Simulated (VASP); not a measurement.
InP (zinc blende) relaxed at rising pressure, in one space group throughout; other phases were not tried. The pressures are those reached. These are LDA (Ceperley-Alder, Perdew-Zunger), VASP's LDA PAW potentials (set 64) (plane waves; VASP) values and carry that method's errors.

```json
[
 {"P (GPa)": "-0.02", "V (Å³/atom)": "24.741", "k-mesh": "8×8×8"},
 {"P (GPa)": "4.94", "V (Å³/atom)": "23.286", "k-mesh": "8×8×8"},
 {"P (GPa)": "9.91", "V (Å³/atom)": "22.191", "k-mesh": "8×8×8"},
 {"P (GPa)": "19.93", "V (Å³/atom)": "20.573", "k-mesh": "8×8×8"},
 {"P (GPa)": "29.93", "V (Å³/atom)": "19.399", "k-mesh": "9×9×9"}
]
```

A change of mesh leaves a small step in the series.

Fit an equation of state and predict the volume at 45.12 GPa.

Least squares on the third-order Birch-Murnaghan form, P = (3B0/2)(y⁷ − y⁵)[1 + (3/4)(B′ − 4)(y² − 1)] with y = (V0/V)^(1/3), gives V0 = 24.731 Å³/atom, B0 = 72 GPa and B′ = 4.4, and so 18.085 Å³/atom. The run gave 18.073 Å³/atom, -0.1 % from the fit.

Pressures at which the relaxation failed are left out.

The compound is InP in the zinc blende structure.
